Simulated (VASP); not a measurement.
The input files of a VASP run:

### INCAR
```
SYSTEM = Se
PREC = Accurate
ENCUT = 300
EDIFF = 1E-6
NELM = 100
ALGO = Normal
LREAL = .FALSE.
LASPH = .TRUE.
ISMEAR = 0
SIGMA = 0.01
GGA = PE
HFSCREEN = 0.2
AEXX = 0.25
LHFCALC = .TRUE.
PRECFOCK = Fast
ISYM = 3
LMAXMIX = 4
LWAVE = .FALSE.
LCHARG = .FALSE.
ISIF = 2
```

POSCAR:
```
Se
4.542660
  1.0000000000   0.0000000000   0.0000000000
 -0.5000000000   0.8660256326   0.0000000000
  0.0000000000   0.0000000000   1.1052163270
Se
3
Cartesian
  0.2178900000   0.0000000000   0.3684050739
 -0.1089450000   0.1886983251   0.7368112531
  0.3910550000   0.6773273075   0.0000000000
```

File KPOINTS:
```
Regular mesh
0
gamma
3 3 3
0 0 0
```

POTCAR, in this order: Se (PBE.64 set). Program: vasp_std.

Q: Translate this HSE06 calculation to Quantum ESPRESSO's pw.x.

A: One equivalent input (not run):
```
&CONTROL
  calculation = 'scf'
  pseudo_dir = './pseudo'
  outdir = './out'
  tprnfor = .true.
  tstress = .false.
/
&SYSTEM
  ibrav = 0
  nat = 3
  ntyp = 1
  ecutwfc = 86
  occupations = 'smearing'
  smearing = 'gaussian'
  degauss = 0.000735
  input_dft = 'hse'
  nqx1 = 3
  nqx2 = 3
  nqx3 = 3
  screening_parameter = 0.1058
/
&ELECTRONS
  conv_thr = 7.3e-08
  electron_maxstep = 100
/
ATOMIC_SPECIES
  Se 78.971 Se.upf
CELL_PARAMETERS angstrom
     4.5426600    0.0000000    0.0000000
    -2.2713300    3.9340600    0.0000000
     0.0000000    0.0000000    5.0206220
ATOMIC_POSITIONS crystal
  Se   0.2178900  0.0000000  0.3333330
  Se   0.0000000  0.2178900  0.6666670
  Se   0.7821100  0.7821100  0.0000000
K_POINTS automatic
  3 3 3 0 0 0
```
The two are equivalent in intent, not identical: the potentials are each code's own (VASP's PAW set, PseudoDojo norm-conserving files in pw.x), so ENCUT and ecutwfc are chosen apart and not converted; conv_thr bounds pw.x's estimated SCF error, while EDIFF bounds the energy change between steps.

The structure comes from a computed database's Se entry; how it stands against other phases isn't given here. The cell was not relaxed at this level. The k-mesh is coarse (spacing up to 0.53 per Å, 2π included), so the numbers may not be converged in it. The run is one of a series of settings (AEXX = 0.25, HFSCREEN = 0.2, ISYM = 3, LHFCALC = .TRUE., PRECFOCK = Fast, KPOINTS 3×3×3 Γ-centred mesh against the base run), some of them coarse on purpose.
